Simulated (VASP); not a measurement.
Input:

```
Be
1.0
    1.13395    -1.96406     0.00000
    1.13395     1.96406     0.00000
    0.00000     0.00000     3.55443
Be
2
Direct
  0.33333   0.66667   0.25000
  0.66667   0.33333   0.75000
```

Calculation: PW91 GGA, VASP's PBE PAW potentials (set 64) (plane waves; VASP). Numerical set-up: 520 eV cut-off, Gaussian smearing of 0.050 eV, potentials Be.

### Question
Give the energies of bands 1 to 4 at the high-symmetry points, in eV from the Fermi level.

### Answer

```
band       Γ      M      K      A      L      H
----  ------  -----  -----  -----  -----  -----
1     -11.30  -4.96  -2.43  -9.12  -3.58  -1.12
2      -4.35  -3.12  -1.00  -9.12  -3.58  -1.12
3       1.24   3.67  -1.00  10.88   1.60   0.42
4      15.89   6.56   6.72  10.88   1.60   0.42
```

It has no gap at this level: it comes out as a metal or semimetal.

The compound is Be in the hcp structure. It was relaxed first.
